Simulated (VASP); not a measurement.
ZnS (zinc blende):

```xyz
2
Lattice="0.0000 2.7050 2.7050 2.7050 0.0000 2.7050 2.7050 2.7050 0.0000" Properties=species:S:1:pos:R:3 pbc="T T T"
Zn     0.0000     0.0000     0.0000
S      1.3525     1.3525     1.3525
```

The lowest empty band near Γ, direction [111], from PBE with spin-orbit coupling in VASP (PAW); its two spin partners are averaged. The gap over the points computed is 2.08 eV, and the next band on that side lies 4.20 eV away at the edge.

Settings: 400 eV cut-off, 9×9×9 Γ-centred mesh, Gaussian smearing of 0.050 eV, potentials Zn S.

```json
[
 {"distance from the edge in k (1/Å)": "0.012", "distance in energy (meV)": "3.2"},
 {"distance from the edge in k (1/Å)": "0.018", "distance in energy (meV)": "7.2"},
 {"distance from the edge in k (1/Å)": "0.025", "distance in energy (meV)": "13.8"},
 {"distance from the edge in k (1/Å)": "0.035", "distance in energy (meV)": "26.9"},
 {"distance from the edge in k (1/Å)": "0.050", "distance in energy (meV)": "54.0"},
 {"distance from the edge in k (1/Å)": "0.070", "distance in energy (meV)": "102.7"}
]
```

**Question.** Fit E(1 + αE) = ħ²k²/2m* (ħ²/2m0 = 3.810 eV Å²) and predict the row at 0.095 1/Å.

**Answer.** Least squares on the energies gives the electron mass m* = 0.171 m0 and α = 0.64 per eV, and so 180.7 meV. The run gave 180.2 meV, -0.5 meV from the fit.

Left out are points under 3 meV from the edge, since the levels carry 0.1 meV, and points farther than half the way to the next band.

The compound is ZnS in the zinc blende structure. The cell was not relaxed at this level.
